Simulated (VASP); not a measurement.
The system is Bi.

```
Bi
1.0
     2.26750    1.30914    3.93800
    -2.26750    1.30914    3.93800
     0.00000   -2.61828    3.93800
Bi
2
Direct
  0.23400 0.23400 0.23400
  0.76600 0.76600 0.76600
```

| Item | Value |
| --- | --- |
| Program | VASP 6.6.1 |
| Task | relaxation of cell and atoms |
| Functional | RPBE |
| Potentials or basis | VASP PAW PBE potentials, release 64 (Bi_d) |
| Cutoff | 600 eV |
| k mesh | 12 × 12 × 12 |
| Occupations | gaussian, width 0.1 eV |
| Spin | no spin polarisation |

At the start: pressure 3.5 GPa; volume 35.07 Å³/atom.

Q: How do energy, volume and symmetry change on relaxing?

A: Over 14 steps the energy falls by 32.9 meV/atom and the volume is 38.94 Å³/atom (+11.0 %); space group R-3m (No. 166, to 0.05 Å).

Step by step:
| step | energy change (eV) | largest force (eV/Å) | pressure (GPa) | volume (Å³) |
| --- | --- | --- | --- | --- |
| 1 | 0.0000 | 0.2578 | 3.55 | 70.14 |
| 2 | -0.0401 | 0.2942 | -1.43 | 78.32 |
| 3 | -0.0554 | 0.1198 | 0.06 | 75.30 |
| 4 | -0.0575 | 0.1052 | 0.05 | 75.53 |
| 5 | -0.0622 | 0.0551 | 0.06 | 76.20 |
| 6 | -0.0651 | 0.0679 | 0.20 | 77.53 |
| 7 | -0.0635 | 0.0683 | -0.55 | 79.34 |
| 8 | -0.0655 | 0.0259 | -0.04 | 78.08 |
| 9 | -0.0657 | 0.0066 | 0.01 | 77.90 |
| 10 | -0.0657 | 0.0057 | 0.01 | 77.89 |
| 11 | -0.0657 | 0.0054 | 0.01 | 77.89 |
| 12 | -0.0657 | 0.0043 | -0.03 | 77.94 |
| 13 | -0.0657 | 0.0012 | -0.01 | 77.91 |
| 14 | -0.0657 | 0.0004 | 0.00 | 77.87 |

Final structure:
```
CELL_PARAMETERS angstrom
2.30059 1.32825 4.24741
-2.30059 1.32825 4.24741
0.00000 -2.65650 4.24741
ATOMIC_POSITIONS crystal
Bi 0.23071 0.23071 0.23071
Bi 0.76929 0.76929 0.76929
```

Caveat: the PAW data sets were made with another functional, which shifts forces and pressure a little; the volume moved by +11 % from the deposited cell, more than functionals usually miss.
